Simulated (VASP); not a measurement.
Given:

```xyz
10
Lattice="4.7665 -2.4599 0.0230 4.7665 2.4599 0.0230 3.4774 0.0000 4.0839" Properties=species:S:1:pos:R:3 pbc="T T T"
Fe    11.1207     0.0000     3.5301
Fe     4.6155     0.0000     1.4651
Fe     1.8897     0.0000     0.5998
Fe     8.3948     0.0000     2.6648
O      4.9913    -0.9384     3.0745
O      5.3899     1.6991     1.8186
O      8.0191     0.9384     1.0555
O      7.1286     0.7607     3.8606
O      7.6204    -1.6991     2.3114
O      5.8817    -0.7607     0.2694
```
Starting moments (μB, in the order of the record's atoms Fe Fe Fe Fe O O O O O O): 3.3 -3.3 3.3 -3.3 0.0 0.0 0.0 0.0 0.0 0.0.

Calculation: PBEsol GGA, VASP's PBE PAW potentials (set 64) (plane waves; VASP). Run with 520 eV cut-off, Gaussian smearing of 0.050 eV, potentials Fe O.

Problem. Give the spin-up energies of bands 26 to 39 at the high-symmetry points, in eV from the valence-band maximum.

Solution. 
| band | Γ | T | H2 | L | S0 | F |
|---|---|---|---|---|---|---|
| 26 | -2.51 | -2.31 | -2.51 | -2.49 | -2.48 | -2.51 |
| 27 | -2.51 | -2.31 | -2.25 | -2.34 | -2.28 | -2.47 |
| 28 | -1.98 | -2.29 | -2.05 | -2.08 | -2.06 | -2.12 |
| 29 | -1.98 | -2.29 | -1.90 | -1.84 | -1.91 | -1.87 |
| 30 | -1.59 | -2.28 | -1.77 | -1.62 | -1.77 | -1.66 |
| 31 | -0.72 | -0.41 | -0.85 | -0.55 | -0.78 | -0.89 |
| 32 | -0.72 | -0.41 | -0.69 | -0.49 | -0.68 | -0.89 |
| 33 | -0.22 | -0.35 | -0.41 | -0.18 | -0.37 | -0.51 |
| 34 | -0.22 | -0.35 | -0.05 | -0.11 | -0.09 | -0.09 |
| 35 | 0.73 | 0.79 | 0.54 | 0.55 | 0.56 | 0.59 |
| 36 | 1.10 | 0.79 | 0.75 | 0.56 | 0.72 | 0.82 |
| 37 | 1.16 | 0.82 | 0.97 | 1.00 | 0.98 | 1.05 |
| 38 | 1.16 | 0.87 | 1.13 | 1.06 | 1.07 | 1.18 |
| 39 | 1.18 | 1.55 | 1.21 | 1.40 | 1.25 | 1.18 |

Problem. Give the spin-down energies of bands 26 to 39 at the high-symmetry points, in eV from the valence-band maximum.

Solution. 
```csv
band,Γ,T,H2,L,S0,F
26,-2.51,-2.31,-2.51,-2.49,-2.48,-2.51
27,-2.51,-2.31,-2.25,-2.34,-2.28,-2.47
28,-1.98,-2.29,-2.05,-2.08,-2.06,-2.12
29,-1.98,-2.29,-1.90,-1.84,-1.91,-1.87
30,-1.59,-2.28,-1.77,-1.62,-1.77,-1.66
31,-0.72,-0.41,-0.85,-0.55,-0.78,-0.89
32,-0.72,-0.41,-0.69,-0.49,-0.68,-0.89
33,-0.22,-0.35,-0.41,-0.18,-0.37,-0.51
34,-0.22,-0.35,-0.05,-0.11,-0.09,-0.09
35,0.73,0.79,0.54,0.55,0.56,0.59
36,1.10,0.79,0.75,0.56,0.72,0.82
37,1.16,0.82,0.97,1.00,0.98,1.05
38,1.16,0.87,1.13,1.06,1.07,1.18
39,1.18,1.55,1.21,1.40,1.25,1.18
```

The gap is indirect, 0.51 eV, from the valence maximum at Γ-T at 0.55 to the conduction minimum at H0-L at 0.55.

The compound is Fe2O3 in the corundum structure. It was relaxed first, which changed the volume by -5 %.
